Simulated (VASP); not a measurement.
A convergence study with VASP on KTaO₃ (cubic perovskite): a few settings are varied, all else stays as given below, so the limit is that of these other settings. The cell's lengths are 1 % over those of the tabulated start and one atom is moved, so it is off equilibrium.

```yaml
crystal:
  lattice:
    - [4.02990, 0.00000, 0.00000]
    - [0.00000, 4.02990, 0.00000]
    - [0.00000, 0.00000, 4.02990]
  atoms:
    - { symbol: K, position: [0.00000, 0.00000, 0.00000] }
    - { symbol: Ta, position: [0.50000, 0.50000, 0.50000] }
    - { symbol: O, position: [0.50000, 0.00000, 0.50000] }
    - { symbol: O, position: [0.00000, 0.50000, 0.50000] }
    - { symbol: O, position: [0.51504, 0.50000, 0.00000] }
```

The numbers are results of PBEsol GGA, VASP's PBE PAW potentials (set 64) (plane waves; VASP 6.6.1), not measurements. The last row used: 900 eV cut-off, 4×4×4 Γ-centred mesh, Gaussian smearing of 0.050 eV, potentials K_sv Ta_pv O_h.

Unless said otherwise, spin-orbit coupling is left out, though it shifts the bands of the heavy elements here. Gaps are read on the run's mesh, which can miss a band edge. Energies of different potentials or hybrids have different zeros.

```json
[
 {"setting": "ENCUT = 300, POTCAR K_sv Ta_pv O", "E (eV/atom)": "-8.6517", "pressure (GPa)": "-40.56", "largest force (eV/Å)": "0.284", "gap on the mesh (eV)": "1.940", "plane waves": "804"},
 {"setting": "ENCUT = 400, POTCAR K_sv Ta_pv O", "E (eV/atom)": "-8.5819", "pressure (GPa)": "-10.24", "largest force (eV/Å)": "0.316", "gap on the mesh (eV)": "2.007", "plane waves": "1213"},
 {"setting": "ENCUT = 520, POTCAR K_sv Ta_pv O", "E (eV/atom)": "-8.5710", "pressure (GPa)": "-5.69", "largest force (eV/Å)": "0.314", "gap on the mesh (eV)": "1.997", "plane waves": "1791"},
 {"setting": "ENCUT = 700, POTCAR K_sv Ta_pv O", "E (eV/atom)": "-8.5741", "pressure (GPa)": "-5.86", "largest force (eV/Å)": "0.314", "gap on the mesh (eV)": "2.000", "plane waves": "2800"},
 {"setting": "ENCUT = 900, POTCAR K_sv Ta_pv O", "E (eV/atom)": "[?]", "pressure (GPa)": "[?]", "largest force (eV/Å)": "0.314", "gap on the mesh (eV)": "2.000", "plane waves": "4032"},
 {"setting": "ENCUT = 300, POTCAR K_pv Ta_pv O", "E (eV/atom)": "-8.6275", "pressure (GPa)": "-39.52", "largest force (eV/Å)": "0.284", "gap on the mesh (eV)": "1.936", "plane waves": "804"},
 {"setting": "ENCUT = 400, POTCAR K_pv Ta_pv O", "E (eV/atom)": "-8.5592", "pressure (GPa)": "-9.32", "largest force (eV/Å)": "0.316", "gap on the mesh (eV)": "2.004", "plane waves": "1213"},
 {"setting": "ENCUT = 520, POTCAR K_pv Ta_pv O", "E (eV/atom)": "-8.5484", "pressure (GPa)": "-4.76", "largest force (eV/Å)": "0.313", "gap on the mesh (eV)": "1.994", "plane waves": "1791"},
 {"setting": "ENCUT = 700, POTCAR K_pv Ta_pv O", "E (eV/atom)": "-8.5516", "pressure (GPa)": "-4.94", "largest force (eV/Å)": "0.314", "gap on the mesh (eV)": "1.997", "plane waves": "2800"},
 {"setting": "ENCUT = 900, POTCAR K_pv Ta_pv O", "E (eV/atom)": "-8.5519", "pressure (GPa)": "-4.68", "largest force (eV/Å)": "0.313", "gap on the mesh (eV)": "1.998", "plane waves": "4032"},
 {"setting": "ENCUT = 300, POTCAR K_sv Ta O", "E (eV/atom)": "-8.6541", "pressure (GPa)": "-40.70", "largest force (eV/Å)": "0.285", "gap on the mesh (eV)": "1.883", "plane waves": "804"},
 {"setting": "ENCUT = 400, POTCAR K_sv Ta O", "E (eV/atom)": "-8.5833", "pressure (GPa)": "-10.45", "largest force (eV/Å)": "0.317", "gap on the mesh (eV)": "1.952", "plane waves": "1213"},
 {"setting": "ENCUT = 700, POTCAR K_sv Ta O", "E (eV/atom)": "-8.5753", "pressure (GPa)": "-6.07", "largest force (eV/Å)": "0.315", "gap on the mesh (eV)": "1.945", "plane waves": "2800"},
 {"setting": "ENCUT = 900, POTCAR K_sv Ta O", "E (eV/atom)": "-8.5756", "pressure (GPa)": "-5.81", "largest force (eV/Å)": "0.315", "gap on the mesh (eV)": "1.946", "plane waves": "4032"},
 {"setting": "ENCUT = 300, POTCAR K_sv Ta_pv O_s", "E (eV/atom)": "-8.5689", "pressure (GPa)": "-7.16", "largest force (eV/Å)": "0.313", "gap on the mesh (eV)": "1.995", "plane waves": "804"},
 {"setting": "ENCUT = 400, POTCAR K_sv Ta_pv O_s", "E (eV/atom)": "[?]", "pressure (GPa)": "[?]", "largest force (eV/Å)": "0.314", "gap on the mesh (eV)": "1.994", "plane waves": "1213"},
 {"setting": "ENCUT = 520, POTCAR K_sv Ta_pv O_s", "E (eV/atom)": "-8.5685", "pressure (GPa)": "-5.69", "largest force (eV/Å)": "0.313", "gap on the mesh (eV)": "1.995", "plane waves": "1791"},
 {"setting": "ENCUT = 700, POTCAR K_sv Ta_pv O_s", "E (eV/atom)": "-8.5688", "pressure (GPa)": "-5.53", "largest force (eV/Å)": "0.313", "gap on the mesh (eV)": "1.996", "plane waves": "2800"},
 {"setting": "ENCUT = 900, POTCAR K_sv Ta_pv O_s", "E (eV/atom)": "-8.5691", "pressure (GPa)": "-5.51", "largest force (eV/Å)": "0.313", "gap on the mesh (eV)": "1.996", "plane waves": "4032"},
 {"setting": "ENCUT = 300, POTCAR K_sv Ta_pv O_h", "E (eV/atom)": "-7.6467", "pressure (GPa)": "-189.00", "largest force (eV/Å)": "0.200", "gap on the mesh (eV)": "0.929", "plane waves": "804"},
 {"setting": "ENCUT = 400, POTCAR K_sv Ta_pv O_h", "E (eV/atom)": "-7.9879", "pressure (GPa)": "-125.22", "largest force (eV/Å)": "0.362", "gap on the mesh (eV)": "1.789", "plane waves": "1213"},
 {"setting": "ENCUT = 520, POTCAR K_sv Ta_pv O_h", "E (eV/atom)": "-8.4005", "pressure (GPa)": "-58.33", "largest force (eV/Å)": "0.332", "gap on the mesh (eV)": "1.907", "plane waves": "1791"},
 {"setting": "ENCUT = 700, POTCAR K_sv Ta_pv O_h", "E (eV/atom)": "-8.5592", "pressure (GPa)": "-15.30", "largest force (eV/Å)": "0.309", "gap on the mesh (eV)": "2.000", "plane waves": "2800"},
 {"setting": "ENCUT = 900, POTCAR K_sv Ta_pv O_h", "E (eV/atom)": "-8.5756", "pressure (GPa)": "-6.11", "largest force (eV/Å)": "0.313", "gap on the mesh (eV)": "2.004", "plane waves": "4032"}
]
```

**Question.** Fill in the missing entries.

**Answer.** 
- ENCUT = 900, POTCAR K_sv Ta_pv O, E (eV/atom): -8.5744
- ENCUT = 900, POTCAR K_sv Ta_pv O, pressure (GPa): -5.60
- ENCUT = 400, POTCAR K_sv Ta_pv O_s, E (eV/atom): -8.5666
- ENCUT = 400, POTCAR K_sv Ta_pv O_s, pressure (GPa): -5.70

Left out are rungs that failed or repeat a setting and relaxations that didn't move; long series are thinned to 24 rows.

The compound is KTaO3 in the cubic perovskite structure. The cell was not relaxed at this level, it is distorted from the ideal structure.
